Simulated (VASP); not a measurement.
A run of VASP 6.6.1 is set up as follows.

The input INCAR:

```
SYSTEM = Be3Te2Se
ALGO     = Fast           ! electronic algorithm
EDIFF    = 1E-4           ! SCF threshold, eV
EDIFFG   = -0.08          ! ionic threshold
ENCUT    = 520            ! plane-wave cutoff, eV
GGA      = PE             ! functional
IBRION   = 2              ! ionic algorithm
ISIF     = 3              ! what is computed and relaxed
ISMEAR   = 0              ! smearing method
KPAR     = 2            
LASPH    = .True.         ! aspherical terms in the spheres
LCHARG   = .False.        ! write CHGCAR
LREAL    = Auto         
LWAVE    = .False.        ! write WAVECAR
NELM     = 60             ! most SCF steps
NSW      = 24             ! ionic steps
PREC     = Normal         ! precision mode
SIGMA    = 0.15           ! smearing width, eV
```

KPOINTS

```
k-points
0
Gamma
  3 3 3
  0 0 0
```

The input POSCAR:

```
Be3Te2Se
1.0
    5.6500000000     -3.2625000000      0.0000000000
    5.6500000000      3.2625000000      0.0000000000
    0.0000000000      0.0000000000      6.1520000000
Be Te Se
6 4 2
Direct
    0.5300000000      0.1600000000      0.8950000000
    0.8400000000      0.4700000000      0.8950000000
    0.1400000000      0.8600000000      0.8650000000
    0.4700000000      0.8400000000      0.3950000000
    0.1600000000      0.5300000000      0.3950000000
    0.8600000000      0.1400000000      0.3650000000
    0.5100000000      0.8300000000      0.0000000000
    0.1700000000      0.4900000000      0.0000000000
    0.8300000000      0.5100000000      0.5000000000
    0.4900000000      0.1700000000      0.5000000000
    0.8300000000      0.1700000000      0.9900000000
    0.1700000000      0.8300000000      0.4900000000
```

Potentials or basis: VASP PAW PBE potentials, release 64 (Be, Te, Se).

Run with:

```console
$ cat potpaw_PBE.64/Be/POTCAR potpaw_PBE.64/Te/POTCAR potpaw_PBE.64/Se/POTCAR > POTCAR
$ mpirun -np 2 vasp_std > vasp.out
```

**Question.** What does it give for the relaxed volume?

**Answer.** 20.78 Å³/atom.

**Question.** What does it give for the band gap on the k mesh?

**Answer.** 2.48 eV, indirect (least direct gap 2.60 eV).

**Question.** Estimate the relaxed cell.

**Answer.** a = 6.706 Å, b = 6.706 Å, c = 6.400 Å, α = 90.00°, β = 90.00°, γ = 60.08°.

Step by step:
```tsv
step	energy change (eV)	largest force (eV/Å)	pressure (GPa)	volume (Å³)
1	0.0000	1.4942	8.09	226.80
2	-0.8985	0.3378	-2.23	259.56
3	-0.9234	0.4309	-0.93	253.87
4	-0.9222	0.4539	-0.55	253.31
5	-1.0050	0.2482	-0.19	251.41
6	-1.0285	0.0869	0.46	248.66
7	-1.0334	0.0901	0.28	249.49
8	-1.0334	0.0779	0.26	249.41
```

Caveat: spin-orbit coupling is left out, which moves the levels of the heavy elements; an odd mesh through Γ misses points on the zone boundary, where band edges often lie; the relaxation stopped at a loose force limit of 0.08 eV/Å, so its end isn't a converged minimum.
